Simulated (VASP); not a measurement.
Calculation: PBEsol GGA, VASP's PBE PAW potentials (set 64) (plane waves; VASP).

Input for VASP

### INCAR
```
ISMEAR = 1
NELM = 100   # most electronic steps
SIGMA = 0.1
LWAVE = .FALSE.
SYSTEM = GaSb
GGA = PS   # PBEsol
LCHARG = .FALSE.
PREC = Accurate
LREAL = .FALSE.   # projection in real space or not
ALGO = Normal   # blocked Davidson
EDIFF = 1E-7   # SCF stop (eV)
LASPH = .TRUE.   # aspherical one-centre terms
LMAXMIX = 4   # l cut-off of mixed one-centre charges
ISIF = 2   # forces and stress, cell fixed
ENCUT = 520
```

KPOINTS:
```
Automatic
0
Gamma
10 10 10
```

### POSCAR
```
GaSb
1
    0.0000000000     3.1182334887     3.1182334887
    3.1182334887     0.0000000000     3.1182334887
    3.1182334887     3.1182334887     0.0000000000
Ga Sb
1 1
Direct
  0.0000000000   0.0000000000   0.0000000000
  0.2500000000   0.2500000000   0.2500000000
```

POTCAR, in this order: Ga_d Sb (PBE.64 set). Program: vasp_std.

Output

### OSZICAR
```
       N       E                     dE             d eps       ncg     rms          rms(c)
DAV:   1     0.761888939892E+02    0.76189E+02   -0.88714E+03  1238   0.165E+03
DAV:   2    -0.264532824797E+01   -0.78834E+02   -0.76371E+02  1387   0.304E+02
DAV:   3    -0.811122749835E+01   -0.54659E+01   -0.54377E+01  1542   0.710E+01
DAV:   4    -0.820837875095E+01   -0.97151E-01   -0.97125E-01  1424   0.106E+01
DAV:   5    -0.821084033936E+01   -0.24616E-02   -0.24615E-02  1545   0.146E+00    0.291E+00
DAV:   6    -0.814531014337E+01    0.65530E-01   -0.95446E-02  1605   0.578E+00    0.170E+00
DAV:   7    -0.812301290955E+01    0.22297E-01   -0.43214E-02  1467   0.212E+00    0.353E-01
DAV:   8    -0.812294484877E+01    0.68061E-04   -0.49956E-03  1625   0.101E+00    0.757E-02
DAV:   9    -0.812322159139E+01   -0.27674E-03   -0.42843E-04  1347   0.191E-01    0.278E-02
DAV:  10    -0.812324128115E+01   -0.19690E-04   -0.31664E-05  1472   0.455E-02    0.759E-03
DAV:  11    -0.812324790078E+01   -0.66196E-05   -0.93754E-06  1327   0.243E-02    0.322E-03
DAV:  12    -0.812324833990E+01   -0.43912E-06   -0.10018E-06  1397   0.953E-03    0.124E-03
DAV:  13    -0.812324821954E+01    0.12037E-06   -0.58248E-08  1019   0.158E-03    0.172E-04
DAV:  14    -0.812324824259E+01   -0.23058E-07   -0.82496E-09   691   0.100E-03
   1 F= -.81232482E+01 E0= -.81233129E+01  d E =0.193918E-03
```

File OUTCAR:
```
------------------------ aborting loop because EDIFF is reached ----------------------------------------
  FORCE on cell =-STRESS in cart. coord.  units (eV):
  Direction    XX          YY          ZZ          XY          YZ          ZX
  --------------------------------------------------------------------------------------
  Total       -1.0013232     -1.0013232     -1.0013232      0.0000000      0.0000000      0.0000000
  in kB      -26.4562914    -26.4562914    -26.4562914      0.0000000      0.0000000      0.0000000
  external PRESSURE =     -26.4562914 kB  Pullay stress =       0.0000000 kB
  volume of cell :       60.64
      direct lattice vectors                 reciprocal lattice vectors
     0.000000000  3.118233489  3.118233489    -0.160347197  0.160347197  0.160347197
     3.118233489  0.000000000  3.118233489     0.160347197 -0.160347197  0.160347197
     3.118233489  3.118233489  0.000000000     0.160347197  0.160347197 -0.160347197
  FREE ENERGIE OF THE ION-ELECTRON SYSTEM (eV)
  ---------------------------------------------------
  free  energy   TOTEN  =        -8.1232482426 eV

  energy  without entropy=       -8.1234421608  energy(sigma->0) =       -8.12331288
```
(Selected blocks of OUTCAR.)

The compound is GaSb in the zinc blende structure. This cell is one point of a volume scan, at 1.06 of the reference volume.
